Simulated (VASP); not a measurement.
```yaml
crystal:
  lattice:
    - [0.00000, 2.59499, 2.59499]
    - [2.59499, 0.00000, 2.59499]
    - [2.59499, 2.59499, 0.00000]
  atoms:
    - { symbol: Yb, position: [0.00000, 0.00000, 0.00000] }
```

Computed with PBE GGA with D3 dispersion (zero damping), VASP's PBE PAW potentials (set 64) (plane waves; VASP). Numerical set-up: 520 eV cut-off, 9×9×9 Γ-centred mesh, Gaussian smearing of 0.050 eV, potentials Yb_2.

The 4f electrons are frozen in the core of the lanthanide potential, so 4f levels, which can set the real gap, and their magnetism are missing.

**Question.** What does the run give for the energy per atom (σ→0), pressure?

**Answer.** 
| Quantity | Result |
|---|---|
| energy per atom (σ→0) | -1.708 eV/atom |
| pressure | 1.33 GPa |

Only differences to runs with the same potentials and settings are physical.

The compound is Yb in the fcc structure. This cell is one point of a volume scan, at 0.94 of the reference volume.
